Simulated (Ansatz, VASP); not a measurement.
# ZnCu in two plane-wave programs

Aim: how closely do two programs agree when they are given the same cell, functional and k mesh? The cell is taken from a series of runs on this material, whose earlier steps may have relaxed, scaled, displaced or heated it; both programs get it as it stands.

Method: plane waves, with VASP 6.6.1 beside it; relaxation of cell and atoms at PBE, in Ansatz 0.2.0.

**1. The structure**

It takes space group Pm-3m (No. 221, cubic). The conventional cell has a = 2.963 Å, b = 2.963 Å, c = 2.963 Å, α = 90.00°, β = 90.00°, γ = 90.00°. Nearest to Zn lie 8 Cu at 2.57 Å. Cu has 8 Zn at 2.57 Å nearest. Farther neighbours are not listed.

As a file:

```
Zn Cu
1.0
     2.96318    0.00000    0.00000
     0.00000    2.96318    0.00000
     0.00000    0.00000    2.96318
Zn Cu
1 1
Cartesian
  1.4816 1.4816 1.4816
  0.0000 0.0000 0.0000
```

**2. VASP: relaxation of cell and atoms, PBE**

The relaxed volume is the usual yardstick between codes: in a stiff, nearly cubic crystal its relative difference is about their pressure difference at one cell divided by the bulk modulus.

Lines of VASP's logs that name or quote its potential files are left out, and so is its time.

INCAR

```
SYSTEM = ZnCu
PREC = Accurate
ENCUT = 600
EDIFF = 1E-07
NELM = 120
ISMEAR = 1
SIGMA = 0.2
LREAL = .FALSE.
ALGO = Normal
GGA = PE
NBANDS = 17
LASPH = .TRUE.
LORBIT = 11
LWAVE = .FALSE.
LCHARG = .FALSE.
ISIF = 3
IBRION = 2
NSW = 80
EDIFFG = -0.005
GGA_COMPAT = .FALSE.
NELMIN = 4
```

POSCAR

```
ZnCu
1.0
    2.9631830000      0.0000000000      0.0000000000
    0.0000000000      2.9631830000      0.0000000000
    0.0000000000      0.0000000000      2.9631830000
Zn Cu
1 1
Direct
    0.4999998313      0.4999998313      0.4999998313
    0.0000000000      0.0000000000      0.0000000000
```

KPOINTS

```
Automatic mesh
0
Gamma
16 16 16
0 0 0
```

The projector-augmented-wave data sets are Zn and Cu (PBE family, release 64).

The run is started by

```console
mpirun -np 1 vasp_std
```

Numbers of over 12 decimals in the logs are rounded to 6 here.

What it wrote:

```text
[banner, memory and clock lines left out]
running    1 mpi-ranks, on    1 nodes
 distrk:  each k-point on    1 cores,    1 groups
 distr:  one band on    1 cores,    1 groups

 POSCAR found type information on POSCAR ZnCu
 POSCAR found :  2 types and       2 ions
 LDA part: xc-table for (Slater+PW92), standard interpolation
 POSCAR, INCAR and KPOINTS ok, starting setup
 FFT: planning ... GRIDC
 FFT: planning ... GRID_SOFT
 FFT: planning ... GRID
 WAVECAR not read
 entering main loop
       N       E                     dE             d eps       ncg     rms          rms(c)
DAV:   1     0.119084959791E+03    0.11908E+03   -0.12530E+04  5906   0.249E+03
DAV:   2    -0.167739041048E+01   -0.12076E+03   -0.11674E+03  5622   0.324E+02
DAV:   3    -0.604372556005E+01   -0.43663E+01   -0.43422E+01  6641   0.781E+01
DAV:   4    -0.607662931448E+01   -0.32904E-01   -0.32894E-01  6679   0.615E+00
DAV:   5    -0.607709878654E+01   -0.46947E-03   -0.46945E-03  7064   0.749E-01    0.938E+00
DAV:   6    -0.595708685531E+01    0.12001E+00   -0.15293E+01  5885   0.967E+01    0.607E+00
DAV:   7    -0.502038308389E+01    0.93670E+00   -0.33376E+00  5951   0.914E+01    0.217E+00
DAV:   8    -0.502025752812E+01    0.12556E-03   -0.14665E-01  7749   0.529E+00    0.120E+00
DAV:   9    -0.501163602072E+01    0.86215E-02   -0.13693E-02  6355   0.274E+00    0.491E-02
DAV:  10    -0.501165335360E+01   -0.17333E-04   -0.64381E-04  8738   0.458E-01    0.461E-02
DAV:  11    -0.501164700839E+01    0.63452E-05   -0.72400E-05  6553   0.258E-01    0.875E-03
DAV:  12    -0.501164567578E+01    0.13326E-05   -0.74055E-06  7201   0.660E-02    0.203E-03
DAV:  13    -0.501164534416E+01    0.33162E-06   -0.40138E-07  6231   0.120E-02    0.105E-03
DAV:  14    -0.501164538326E+01   -0.39099E-07   -0.15797E-08  3240   0.256E-03
   1 F= -.50116454E+01 E0= -.50111361E+01  d E =-.501165E+01
 curvature:   0.00 expect dE= 0.000E+00 dE for cont linesearch  0.000E+00
 trial: gam= 0.00000 g(F)=  0.000E+00 g(S)=  0.662E-03 ort = 0.000E+00 (trialstep = 0.100E+01)
 search vector abs. value=  0.662E-03
 bond charge predicted
       N       E                     dE             d eps       ncg     rms          rms(c)
DAV:   1    -0.503195636489E+01   -0.20311E-01   -0.24419E-01  5739   0.114E+01    0.110E+00
DAV:   2    -0.501975104889E+01    0.12205E-01   -0.14314E-01  5777   0.940E+00    0.548E-01
DAV:   3    -0.501305445334E+01    0.66966E-02   -0.38698E-02  5747   0.561E+00    0.297E-01
DAV:   4    -0.501210833397E+01    0.94612E-03   -0.18946E-03  7854   0.119E+00    0.116E-01
DAV:   5    -0.501184466638E+01    0.26367E-03   -0.18308E-04  9175   0.226E-01    0.799E-03
DAV:   6    -0.501184520537E+01   -0.53899E-06   -0.10773E-05  8201   0.606E-02    0.349E-03
DAV:   7    -0.501184651163E+01   -0.13063E-05   -0.26778E-07  6168   0.111E-02    0.407E-04
DAV:   8    -0.501184658664E+01   -0.75005E-07   -0.10394E-07  3547   0.541E-03
   2 F= -.50118466E+01 E0= -.50113258E+01  d E =-.201203E-03
 trial-energy change:   -0.000201  1 .order   -0.000225   -0.000662    0.000213
 step:   0.7249(harm=  0.7569)  dis= 0.00000  next Energy=    -5.011876 (dE=-0.231E-03)
 bond charge predicted
       N       E                     dE             d eps       ncg     rms          rms(c)
DAV:   1    -0.501340975943E+01   -0.15632E-02   -0.18403E-02  5737   0.310E+00    0.307E-01
DAV:   2    -0.501251156744E+01    0.89819E-03   -0.11328E-02  5768   0.265E+00    0.155E-01
DAV:   3    -0.501196477106E+01    0.54680E-03   -0.30029E-03  5736   0.161E+00    0.795E-02
DAV:   4    -0.501189895123E+01    0.65820E-04   -0.14015E-04  7946   0.316E-01    0.318E-02
DAV:   5    -0.501188015591E+01    0.18795E-04   -0.12683E-05  9172   0.596E-02    0.194E-03
DAV:   6    -0.501188000202E+01    0.15388E-06   -0.68301E-07  7257   0.133E-02    0.996E-04
DAV:   7    -0.501187972066E+01    0.28137E-06   -0.16416E-08  2994   0.292E-03    0.106E-04
DAV:   8    -0.501187970866E+01    0.11993E-07   -0.13361E-08  2900   0.213E-03
   3 F= -.50118797E+01 E0= -.50113621E+01  d E =-.234325E-03
 curvature:  -0.37 expect dE=-0.111E-06 dE for cont linesearch -0.111E-06
 trial: gam=-0.02077 g(F)=  0.377E-48 g(S)=  0.298E-06 ort = 0.140E-04 (trialstep = 0.945E+00)
 search vector abs. value=  0.234E-09
 reached required accuracy - stopping structural energy minimisation
```

From OUTCAR (step 2):

```text
ion  position               nearest neighbor table
   1  0.500  0.500  0.500-   2 2.57   2 2.57   2 2.57   2 2.57   2 2.57   2 2.57   2 2.57   2 2.57

  LATTYP: Found a simple cubic cell.
 ALAT       =     2.9631830000

 Subroutine GETGRP returns: Found 48 space group operations
 (whereof 48 operations were pure point group operations)

The static configuration has the point symmetry O_h .

 Found    165 irreducible k-points:

   k-points           NKPTS =    165   k-points in BZ     NKDIM =    165   number of bands    NBANDS=     17

   dimension x,y,z NGX =    24 NGY =   24 NGZ =   24
   dimension x,y,z NGXF=    48 NGYF=   48 NGZF=   48

   ENCUT  =  600.0 eV  44.10 Ry    6.64 a.u.   5.92  5.92  5.92*2*pi/ulx,y,z

   NELECT =      23.0000    total number of electrons

 k-points in reciprocal lattice and weights: Automatic mesh
   0.00000000  0.00000000  0.00000000       0.000
   0.06250000  0.00000000  0.00000000       0.001
   0.12500000  0.00000000  0.00000000       0.001
   0.18750000  0.00000000  0.00000000       0.001
   0.25000000  0.00000000  0.00000000       0.001
   0.31250000  0.00000000  0.00000000       0.001
   0.37500000  0.00000000  0.00000000       0.001
   0.43750000  0.00000000  0.00000000       0.001
   0.50000000  0.00000000  0.00000000       0.001
[...]
0.50000000  0.50000000  0.43750000       0.001
   0.50000000  0.50000000  0.50000000       0.000

 average (electrostatic) potential at core
       1 -34.4105       2 -66.3535

 E-fermi :   5.3048

 k-point     1 :       0.0000    0.0000    0.0000
  band No.  band energies     occupation
    ...
      7       1.8045      2.00000
      8       1.8045      2.00000
      9       2.6223      2.00000
     10       2.6223      2.00000
     11       2.6223      2.00000
     12      11.4665      0.00000
     13      11.4665      0.00000
     14      11.4665      0.00000
     15      16.4278      0.00000
     16      16.4278      0.00000
    ...

 k-point     2 :       0.0625    0.0000    0.0000
  band No.  band energies     occupation
    ...
      7       1.8009      2.00000
      8       1.8111      2.00000
      9       2.5995      2.00000
     10       2.5995      2.00000
     11       2.6198      2.00000
     12      10.7660      0.00000
     13      11.5718      0.00000
     14      11.5718      0.00000
     15      16.4655      0.00000
     16      16.7877      0.00000
    ...

 k-point     3 :       0.1250    0.0000    0.0000
  band No.  band energies     occupation
    ...
      7       1.7906      2.00000
      8       1.8271      2.00000
      9       2.5361      2.00000
     10       2.5361      2.00000
     11       2.6127      2.00000
     12       9.3263      0.00000
     13      11.8822      0.00000
     14      11.8822      0.00000
     15      16.5793      0.00000
     16      17.0101      0.00000
    ...

  Total        0.0020296      0.0020296      0.0020296      0.0000000     -0.0000000      0.0000000
  in kB        0.1243540      0.1243540      0.1243540      0.0000000     -0.0000000      0.0000000
  external PRESSURE =       0.1243540 kB  Pullay stress =       0.0000000 kB

  energy-cutoff  :      600.00
  volume of cell :       26.15
      direct lattice vectors                 reciprocal lattice vectors
     2.968137602 -0.000000000  0.000000000     0.336911604  0.000000000  0.000000000
     0.000000000  2.968137602 -0.000000000     0.000000000  0.336911604  0.000000000
    -0.000000000 -0.000000000  2.968137602    -0.000000000  0.000000000  0.336911604

 POSITION                                       TOTAL-FORCE (eV/Angst)
 -----------------------------------------------------------------------------------
      1.48407      1.48407      1.48407        -0.000000     -0.000000      0.000000
      0.00000      0.00000      0.00000         0.000000      0.000000      0.000000
 -----------------------------------------------------------------------------------
    total drift:                                0.000052      0.000052      0.000052

  FREE ENERGIE OF THE ION-ELECTRON SYSTEM (eV)
  ---------------------------------------------------
  free  energy   TOTEN  =        -5.0118797087 eV

  energy  without entropy=       -5.0103267448  energy(sigma->0) =       -5.01136205

 reached required accuracy - stopping structural energy minimisation

 total charge
# of ion       s       p       d       tot
------------------------------------------
    1        0.577   0.504   9.734  10.815
    2        0.420   0.366   9.178   9.964
--------------------------------------------------
tot          0.997   0.870  18.912  20.779

[... 3 further parts left out ...]
```

CONTCAR:

```
ZnCu
   1.00000000000000
     2.9681376023959545   -0.0000000000000000    0.0000000000000000
     0.0000000000000000    2.9681376023959545   -0.0000000000000000
    -0.0000000000000000   -0.0000000000000000    2.9681376023959545
  Zn              Cu
     1     1
Direct
     0.4999998313000020    0.4999998313000020    0.4999998313000020
     0.0000000000000000    0.0000000000000000    0.0000000000000000
```

**3. Ansatz: relaxation of cell and atoms, PBE**

Ansatz runs on its default PAW (the set named soft_2) files.

The same cell, functional, mesh and smearing now go to Ansatz, which takes its cutoff from its data sets.

input.yaml

```yaml
crystal:
  lattice:
    - [2.9631825745, 0.0, 0.0]
    - [0.0, 2.9631825745, 0.0]
    - [0.0, 0.0, 2.9631825745]
  atoms:
    - { symbol: Zn, position: [0.5, 0.5, 0.5] }
    - { symbol: Cu, position: [0.0, 0.0, 0.0] }
kpoints:
  mp_grid: { grid: [16, 16, 16] }
hamiltonian:
  xc: pbe
scf:
  occupations: { method: methfessel_paxton, width: 0.2 }
output:
  forces: true
  stress: true
  eigenvalues: true
relax:
  adjacent_minimum: "off"
  f_tol: 0.001
  max_steps: 60
  cell: { stress_tol: 0.01 }
```

The run is started by

```console
ansatz run input.yaml --threads 4 --pin off --max-ram 8192MiB --backend cpu --events-out ev --progress --plain --runs-dir out
```

What it wrote:

```text
Engine: ansatz 0.2.0, aarch64-unknown-linux-gnu
Pseudopotentials: kind: paw
Pseudopotential: Zn, paw, valence charge 12, recommended cutoff 420 eV (normal), Zn.paw.azcp
Pseudopotential: Cu, paw, valence charge 19, recommended cutoff 420 eV (normal), Cu.paw.azcp
Functional definition: PBE
  parameter kappa = 0.804
  parameter beta = 0.066725
  exchange = pbe_x(kappa = kappa, mu = beta*pi^2/3)
  correlation = pbe_c(beta = beta)
Crystal: 2 atoms, lattice volume = 26.018 Å³
Basis set: ecut = 420 eV, 485 PW (Γ), exchange–correlation on 40×40×40 points (8 copies of the dense FFT grid, shifted against one another)
Bands: 20, of which v1, the nominal top of the filled ones, is band 16 counted from 1 (15 counted from 0)
Symmetry: 48 space group operations
Space group: Pm-3m (ITA 221), of the structure as read, at distance tolerance 3.0e-5 Å
k-points: 165 of 4096
Non-local potential: Zn, projectors of the file, l = 0: 2, l = 1: 2, l = 2: 3, l = 3: 1
Non-local potential: Cu, projectors of the file, l = 0: 3, l = 1: 2, l = 2: 3, l = 3: 1
PAW form: soft (Blöchl's): semilocal exchange-correlation on the pseudo side does not see the compensation charge
PAW one-centre angular grid: Zn, 590 points (default); XC on 64 Gauss nodes
PAW one-centre angular grid: Cu, 590 points (default); XC on 64 Gauss nodes
Initial density: superposition of atomic densities (neutral atoms: chi_scale 0, normalization atom), corrected by the library's trained network
Initial wavefunctions: pseudopotential atomic-orbital guess
Functional: x = pbe(κ = 0.804, μ = 0.219515), c = pbe(β = 0.066725)
SCF iter   1: F=—  HF=-9944.383392 eV  |F-HF|=—  |Δ(HF+E_count)|=         —  Δρ=1.85e-3  dr2=4.92e-4  ethr=1.77e-3  ⟨swp⟩=5.0  Hψ=13718  notcnv=0
preconditioner: auto → none  [metal: Δε(μ)=0.034 eV  Ē_g=12.615 eV  σ=0.200 eV  W_gap=0.14  n_scr=6 (ndim 8)  ℏωp=34.9 eV  f_vac=0.000  D(μ)=0.63/eV (n_scr^D=0)  sad-step TF]
SCF iter   2: F=—  HF=-9944.383994 eV  |F-HF|=—  |Δ(HF+E_count)|=   6.02e-4  S|Δr|=    0.00e0  Δρ=7.77e-4  dr2=8.22e-5  ethr=1.59e-6  ⟨swp⟩=2.2  Hψ=7185  notcnv=0
SCF iter   3: F=—  HF=-9944.383998 eV  |F-HF|=—  |Δ(HF+E_count)|=   3.30e-6  S|Δr|=    0.00e0  Δρ=3.67e-4  dr2=2.33e-5  ethr=2.65e-7  ⟨swp⟩=2.0  Hψ=4958  notcnv=0
SCF iter   4: F=—  HF=-9944.383994 eV  |F-HF|=—  |Δ(HF+E_count)|=   3.02e-6  S|Δr|=    0.00e0  Δρ=9.35e-5  dr2=1.34e-6  ethr=7.51e-8  ⟨swp⟩=2.0  Hψ=4309  notcnv=0
SCF iter   5: F=—  HF=-9944.383994 eV  |F-HF|=—  |Δ(HF+E_count)|=   3.94e-7  S|Δr|=    0.00e0  Δρ=2.32e-5  dr2=2.03e-7  ethr=4.31e-9  ⟨swp⟩=2.3  Hψ=4745  notcnv=0
SCF iter   6: F=-9944.383994 eV  HF=-9944.383994 eV  |F-HF|=4.85e-8  |Δ(HF+E_count)|=   6.56e-8  S|Δr|=    0.00e0  Δρ=1.28e-5  dr2=6.54e-8  ethr=3.23e-10  ⟨swp⟩=6.2  Hψ=15349  notcnv=0
SCF 1 converged in 6 iterations: F = -9944.383994 eV  dr2 = 6.54e-8
  greatest PAW one-centre occupation: 1.000 electrons in one spin orbital (limit 2), on the Cu atom at site 1 (counted from 0), in its partial waves of l = 0
relax step   1: F+E_penalty+E_count = -9944.38399411 eV  Δ(F+E_penalty+E_count) = +0.000e0 eV  max|allowed force component| = 1.318e-29 eV/Å  Δτ_max = 0.0000 Å  P = +0.061 GPa  Ω = 26.018 Å³  (6 SCF iters, dr2 threshold 1.00e-7 eV, accepted)
[...]
relax step   2: F+E_penalty+E_count = -9944.38398932 eV  Δ(F+E_penalty+E_count) = +4.785e-6 eV  max|allowed force component| = 2.728e-30 eV/Å  Δτ_max = 0.0000 Å  P = +0.025 GPa  Ω = 26.026 Å³  energy of the carried Pulay correction = -7.014e-6 eV  (3 SCF iters, dr2 threshold 9.22e-9 eV, accepted)
[...]
relax step   3: F+E_penalty+E_count = -9944.38398491 eV  Δ(F+E_penalty+E_count) = +4.412e-6 eV  max|allowed force component| = 1.413e-30 eV/Å  Δτ_max = 0.0000 Å  P = -0.000 GPa  Ω = 26.032 Å³  energy of the carried Pulay correction = -1.186e-5 eV  (4 SCF iters, dr2 threshold 1.54e-9 eV, accepted)
[...]
relax step   4: F+E_penalty+E_count = -9944.38400294 eV  Δ(F+E_penalty+E_count) = -1.803e-5 eV  max|allowed force component| = 9.696e-30 eV/Å  Δτ_max = 0.0000 Å  P = -0.001 GPa  Ω = 26.032 Å³  stress off target by 1.28e-3 GPa  SCF on the basis re-selected at this cell (its energy is not comparable with the rows above)  (5 SCF iters)
basis re-selected at this cell: Δ(F+E_penalty+E_count) = -1.803e-5 eV, ΔP = -0.001 GPa vs the last step (what re-selecting the basis moved, of the pressure what is left beyond the Pulay correction that the steps carried, after the strain that the cell walked since its last selection, with what the two solves' SCF thresholds leave and, on support functions, any second-order correction that the steps lacked; it is no m [...]
SCF converged after 5 iterations
Stability not checked: this state was not tested for a lower state beside it, because cold or Methfessel-Paxton smearing, or corrected tetrahedra, fill the levels in a way that the test cannot read (fill_not_monotonic; see scf.lower_state_search)
Free energy (F): -9944.384003 eV
Harris-Foulkes:  -9944.384003 eV  (|F-HF|=3.64e-12)
Internal energy: -9944.382511 eV  (E = F + TS)
E sigma→0 (E₀):  -9944.383630 eV
Entropy (-TS):   -0.001492 eV (-0.746 meV/atom)
Fermi energy:    14.150808 eV
--- Per-component energies (eV) ---
  E_band       = -327.167365
  E_kinetic    = 431.195175
  E_local      = -5837.578003  (includes V_loc(G=0)·N_el)
  E_nonlocal   = 1001.503153
  E_hartree    = 2545.934876
  E_xc         = -227.443230
  E_vxc        = -168.455889  (∫ρ·V_xc dr)
  E_paw        = -3488.809067  (= ΣΔE_a)
  E_vpaw       = -845.701387  (= ΣTr[D̂ρ^β])
  E_aug_tail   = -0.000145  (compensation charges beyond the density's cutoff)
  E_ewald      = -4369.185270
  E_smearing   = -0.001492  (= −TS)
  E_closure    = 0.000000  (closes the sum)
  Σ components = -9944.384003   (vs F -9944.384003, Δ=0.00e0)
--- Forces (eV/Å), atoms counted from 1 ---
  atom   1  Zn    -0.00000000    -0.00000000     0.00000000
  atom   2  Cu     0.00000000     0.00000000     0.00000000
  max |Σ_I F_I| component: 1.85e-29 eV/Å
--- Stress (GPa, compression-positive) ---
       -0.001282      -0.000000       0.000000
       -0.000000      -0.001282      -0.000000
        0.000000      -0.000000      -0.001282
  P = ⅓ Tr σ = -0.0013 GPa (-0.013 kbar)
--- Band table (eV; the first three rows and the last of 165) ---
  k-point 0: bands = [... 12 lower, 11.4934, 11.4934, 11.4934, 20.2819, 20.2819, 20.2819, 25.2793, 25.2793]
  k-point 1: bands = [... 12 lower, 11.4699, 11.4699, 11.4907, 19.5878, 20.3882, 20.3882, 25.3159, 25.6369]
  k-point 2: bands = [... 12 lower, 11.4045, 11.4045, 11.4831, 18.1554, 20.7015, 20.7015, 25.4264, 25.8629]
  k-point 164: bands = [... 12 lower, 11.7465, 11.7465, 17.8749, 18.4324, 18.4324, 18.4324, 18.6311, 18.6311]
--- Relaxed structure (3 steps of the walk, 3 accepted, 1 SCFs on fresh bases) ---
  F+E_penalty+E_count = -9944.38400294 eV   max|allowed force component| = 9.696e-30 eV/Å   (the final SCF, on the basis selected at the relaxed cell)
  cell:  # Å, volume = 26.0321 Å³
    - [2.963713, 0, 0.0]
    - [0, 2.963713, 0]
    - [0.0, 0, 2.963713]
  atoms:
    - { symbol: Zn, position: [0.5, 0.5, 0.5] }
    - { symbol: Cu, position: [0, 0, 0] }
```

**4. Comparison**

Known differences besides the potentials themselves: the data sets hold 31 valence electrons in Ansatz (on its default PAW (the set named soft_2) files) and 23 in VASP; the cutoff is 420 eV in Ansatz and 600 eV in VASP; Ansatz adds a Pulay correction to the stress that steers its cell, VASP none. Total energies have different zeros and are not compared.

The two programs side by side:

```tsv
quantity	Ansatz	VASP	difference
volume (Å³)	26.03	26.15	-0.45 %
edge a after relaxation, in the typed setting (Å)	2.964	2.968	-0.15 %
```

**5. Summary of results**

```yaml
difference_in_volume_relaxation_of_cell_and_atoms_pbe: -0.45 %
```

**Reading.** The difference in volume is -0.45 % (relaxation of cell and atoms, PBE), within the 1.2 % picked in this series as the mark of a large difference, as far as the stopping tolerances let one tell. The data sets hold unlike numbers of valence electrons (31 in Ansatz and 23 in VASP), so part of the differences comes from the potentials. How closely two codes agree says nothing of how well the functional describes the real material.

[Lines on the potential files, build, host, timing and source positions are cut from VASP's logs without a mark.]

[Logs are printed without paths, hosts, clocks, repeated set-up lines and the standing remarks that a program may print on its own settings, such as how far it seeks lower states.]

[Hosts, paths, dates, database ids (printed as entryN), source tags and the programs' standing remarks are cut or masked in the printed files.]
